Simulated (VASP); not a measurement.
## CaB6: energy against volume

CaB6 (cab6, Pm-3m, 10.194 Å³/atom and stress up to 0.11 GPa in the relaxed cell, cube axes along x, y and z) under an equal strain ε along all three axes. PBE in VASP (plane waves, PAW), 600 eV, 8×8×8 Γ-centred mesh, Gaussian smearing 0.05 eV; ions are relaxed, or left where forces stay under 0.02 eV/Å, within the symmetry of each cell.

Here V stands for volume and E for E less E0.

| volume (Å³/atom) | E less E0 (meV/atom) | pressure (GPa) |
|---|---|---|
| 9.3037 | ? | ? |
| 9.5944 | 18.80 | 10.20 |
| 9.7420 | 10.58 | 7.46 |
| 9.8911 | 4.76 | 4.88 |
| 10.0417 | 1.26 | 2.42 |
| 10.1939 | 0.00 | 0.11 |
| 10.3475 | 0.89 | -2.09 |
| 10.5027 | 3.86 | -4.15 |
| 10.6595 | 8.79 | -6.07 |
| 10.8178 | 15.61 | -7.88 |

Using the third-order Birch-Murnaghan form, a cubic in V^(-2/3), estimate the missing E at V = 9.3037 from the other rows, showing the fit.

With u = V^(-2/3) - 0.213, the rows have u = 0.008473, 0.006231, 0.004022, 0.001847, -0.000297, -0.002407, -0.004487, -0.006537, -0.008556. Least squares gives E = 0.052 + 219.66·u + 236784·u² - 175230·u³. Residuals (row less fit): -0.006, 0.008, 0.006, -0.004, -0.008, -0.008, 0.011, 0.007, -0.006; standard error 0.010 (degrees of freedom: 5). Its minimum lies at u = -0.000464, so V0 = (0.212536)^(-3/2) = 10.21. There d²E/du² = 474100 and d³E/du³ = -1051000, so B0 = (4/9) × 10.21^(-7/3) × 474100 × 0.160218 = 149 GPa (the last factor turns the table's units into GPa), and B0' = 4 + (2/3) × 0.212536 × (-1051000)/474100 = 3.7. B0' rests on the cubic coefficient alone and has a standard error of 0.1 from these residuals. At the withheld row, u = 0.013063, so E = 0.052 + 219.66 × 0.013063 + 236784 × 0.013063² - 175230 × 0.013063³ = 42.936 meV/atom. The calculation gives 42.72 meV/atom, 0.216 meV/atom below the prediction (0.5 % of the range of E in the table). The row lies outside the fitted rows, so this is an extrapolation. From the scatter of the fitted rows alone, a prediction at this place has a standard error of 0.046 meV/atom, so the miss is 4.7 times that.

This level leaves no gap over 0.05 eV at strain -2.00, 1.50, 2.00 %. Other structures, which can take over under pressure, weren't tried. The same form fitted to the pressure column gives B0' = 3.6; series where the two differ by over 0.4 aren't shown. Rows are the converged runs of the series near zero and its far end, less any whose ions stayed unrelaxed beside relaxed ones; series whose fitted rows scatter by over a few per cent of the range, as at a crossing or softening among them, aren't shown in this form.
